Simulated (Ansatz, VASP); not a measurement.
One calculation of ZnRe, two programs

The input INCAR:

```
SYSTEM = ZnRe
PREC     = Accurate       ! precision mode
ENCUT    = 520            ! plane-wave cutoff, eV
EDIFF    = 1E-6           ! SCF threshold, eV
ISMEAR   = -1             ! smearing method
SIGMA    = 0.02           ! smearing width, eV
LREAL    = .FALSE.        ! projectors in reciprocal space
LASPH    = .TRUE.         ! aspherical terms in the spheres
NELM     = 100            ! most SCF steps
ALGO     = Normal         ! electronic algorithm
ISIF     = 2              ! what is computed and relaxed
LWAVE    = .FALSE.        ! write WAVECAR
LCHARG   = .FALSE.        ! write CHGCAR
GGA      = RE             ! functional
NBANDS   = 16             ! bands
```

Contents of KPOINTS:

```
Automatic mesh
0
G
  8 8 5
  0 0 0
```

POSCAR

```
ZnRe
1.0
    2.7590400000      0.0114900000     -0.0027400000
   -1.3695700000      2.3643500000     -0.0020500000
   -0.0044800000     -0.0064700000      4.5135400000
Zn Re
1 1
Direct
    0.0149814666      0.0129648693      0.0514043740
    0.3758500000      0.7058400000      0.5251400000
```

Input for Ansatz:

```yaml
crystal:
  lattice:
    - [2.75904, 0.01149, -0.00274]
    - [-1.36957, 2.36435, -0.00205]
    - [-0.00448, -0.00647, 4.51354]
  atoms:
    - { symbol: Zn, position: [0.01498146661651413, 0.012964869307980114, 0.051404373994826814] }
    - { symbol: Re, position: [0.37585, 0.70584, 0.52514] }
basis:
  ecutwfc: 540.0
  xc_grid: 2
kpoints:
  mp_grid:
    grid: [8, 8, 5]
hamiltonian:
  xc: revpbe
scf:
  convergence:
    dr2_threshold: 1.0e-09
  mixing:
    algorithm: anderson
  occupations:
    method: fermi_dirac
    width: 0.02
output:
  forces: true
  stress: true
```

The cell comes from a database or a generator and needn't be the stable form of this composition.

Alike in both runs: task single point; functional revPBE; k mesh 8 × 8 × 5; occupations fermi-dirac, width 0.02 eV; no spin polarisation.

```csv
,VASP,Ansatz
version,VASP 6.6.1,Ansatz 0.2.0
potentials or method,"VASP PAW PBE potentials, release 64 (Zn, Re)","plane waves, PAW"
plane-wave cutoff (eV),520,540
valence electrons in the cell,19,27
```

Ansatz gave:

| Quantity | Value |
| --- | --- |
| pressure (GPa) | 2.0 |
| largest component of the traceless stress (GPa) | 1.62 |
| rms of the force components (eV/Å) | 0.655 |

Q: Estimate VASP's values.

A: Pressure (GPa): 2.0; largest component of the traceless stress (GPa): 1.41; rms of the force components (eV/Å): 0.660.

Atom by atom the forces differ by 0.005 eV/Å (rms over components). The two sets of potentials don't hold the same shells in valence. Ansatz warned: «stress_scf_threshold_loose».

Caveats: the PAW data sets were made with another functional, which shifts forces and pressure a little (VASP). The runs have no spin-orbit coupling, so splittings on Re are missing.
